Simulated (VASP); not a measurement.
All values below come from PBE GGA with D3 dispersion (zero damping), VASP's PBE PAW potentials (set 64) (plane waves; VASP).

VASP input:

File KPOINTS:
```
k-points along high-symmetry lines
10
Line-mode
Reciprocal
  0.000000   0.000000   0.000000 ! GAMMA
 -0.000000   0.500000   0.000000 ! M

 -0.000000   0.500000   0.000000 ! M
 -0.333333   0.666667   0.000000 ! K

 -0.333333   0.666667   0.000000 ! K
  0.000000   0.000000   0.000000 ! GAMMA

  0.000000   0.000000   0.000000 ! GAMMA
  0.000000   0.000000   0.500000 ! A

  0.000000   0.000000   0.500000 ! A
 -0.000000   0.500000   0.500000 ! L

 -0.000000   0.500000   0.500000 ! L
 -0.333333   0.666667   0.500000 ! H

 -0.333333   0.666667   0.500000 ! H
  0.000000   0.000000   0.500000 ! A

 -0.000000   0.500000   0.500000 ! L
 -0.000000   0.500000   0.000000 ! M

 -0.333333   0.666667   0.500000 ! H
 -0.333333   0.666667   0.000000 ! K
```

### INCAR
```
ALGO=Normal
EDIFF=1E-7
ENCUT=520
GGA=PE
ICHARG=11
ISMEAR=0
IVDW=11
LASPH=T
LCHARG=F
LMAXMIX=6
LORBIT=11
LREAL=F
LWAVE=F
NELM=100
PREC=Accurate
SIGMA=0.05
SYSTEM=La
```

### POSCAR
```
La
1
    1.8383925491    -3.1841895101     0.0000000000
    1.8383925491     3.1841895101     0.0000000000
    0.0000000000     0.0000000000    11.7327340156
La
4
Direct
  0.0000000000   0.0000000000   0.5000000000
  0.0000000000   0.0000000000   0.0000000000
  0.3333330000   0.6666670000   0.2500000000
  0.6666670000   0.3333330000   0.7500000000
```

POTCAR, in this order: La (PBE.64 set). Program: vasp_std. Read from the step before: CHGCAR.

Output

**OSZICAR**
```
       N       E                     dE             d eps       ncg     rms          rms(c)
DAV:   1     0.570239975500E+03    0.57024E+03   -0.15030E+04  4720   0.235E+03
DAV:   2     0.120578245957E+03   -0.44966E+03   -0.44404E+03  7136   0.454E+02
DAV:   3    -0.206208487466E+01   -0.12264E+03   -0.12153E+03  8566   0.283E+02
DAV:   4    -0.177534201084E+02   -0.15691E+02   -0.15359E+02  8640   0.103E+02
DAV:   5    -0.197667712769E+02   -0.20134E+01   -0.19376E+01  9216   0.334E+01
DAV:   6    -0.200348745431E+02   -0.26810E+00   -0.25707E+00  9048   0.112E+01
DAV:   7    -0.200731230733E+02   -0.38249E-01   -0.37032E-01  9104   0.370E+00
DAV:   8    -0.200796764900E+02   -0.65534E-02   -0.63519E-02  9088   0.126E+00
DAV:   9    -0.200809259812E+02   -0.12495E-02   -0.12214E-02  9064   0.417E-01
DAV:  10    -0.200811811649E+02   -0.25518E-03   -0.25259E-03  9136   0.162E-01
DAV:  11    -0.200812342449E+02   -0.53080E-04   -0.52752E-04  7624   0.590E-02
DAV:  12    -0.200812452153E+02   -0.10970E-04   -0.10932E-04  7088   0.250E-02
DAV:  13    -0.200812475314E+02   -0.23161E-05   -0.23096E-05  6456   0.101E-02
DAV:  14    -0.200812480124E+02   -0.48103E-06   -0.48053E-06  4936   0.509E-03
DAV:  15    -0.200812481137E+02   -0.10126E-06   -0.10108E-06  4800   0.329E-03
DAV:  16    -0.200812481357E+02   -0.22011E-07   -0.21403E-07  4608   0.212E-03
   1 F= -.21552669E+02 E0= -.21550073E+02  d E =-.519101E-02
```

### OUTCAR
```
 val. band max:        8.8011098992   @ k =  -0.2222   0.6111   0.0000

 cond. band min:       8.8216558122   @ k =  -0.3333   0.6667   0.3333



 k-point     1 :       0.0000    0.0000    0.0000
  band No.  band energies     occupation
      1     -24.1411      2.00000
      2     -24.0055      2.00000
      3     -23.9931      2.00000
      4     -23.8509      2.00000
      5      -8.7250      2.00000
      6      -7.8949      2.00000
      7      -7.8899      2.00000
      8      -7.2258      2.00000
      9      -7.2258      2.00000
     10      -7.1135      2.00000
     11      -7.1135      2.00000
     12      -7.0956      2.00000
     13      -7.0956      2.00000
     14      -6.9791      2.00000
     15      -6.9791      2.00000
     16      -6.9288      2.00000
     17       5.5435      2.00000
     18       6.7968      2.00000
     19       6.8898      2.00000
     20       6.8995      2.00000
     21       9.2265      0.00000
     22       9.3843      0.00000
     23       9.9082      0.00000
     24       9.9146      0.00000
     25      10.0043      0.00000
     26      10.0767      0.00000

 k-point     2 :       0.0000    0.0556    0.0000
  band No.  band energies     occupation
      1     -24.1345      2.00000
      2     -24.0007      2.00000
      3     -23.9883      2.00000
      4     -23.8480      2.00000
      5      -8.7092      2.00000
      6      -7.9003      2.00000
      7      -7.8956      2.00000
      8      -7.2674      2.00000
      9      -7.2393      2.00000
     10      -7.1422      2.00000
     11      -7.1252      2.00000
     12      -7.1227      2.00000
     13      -7.1048      2.00000
     14      -7.0220      2.00000
     15      -6.9838      2.00000
     16      -6.9360      2.00000
     17       5.6354      2.00000
     18       6.8818      2.00000
     19       6.9771      2.00000
     20       6.9853      2.00000
     21       9.0823      0.00000
     22       9.3001      0.00000
     23       9.6173      0.00000
...
```

The density is held fixed in this step, so its total energy and stress have no physical meaning.

The compound is La in the dhcp structure. It was relaxed first, which changed the volume by -8 %.
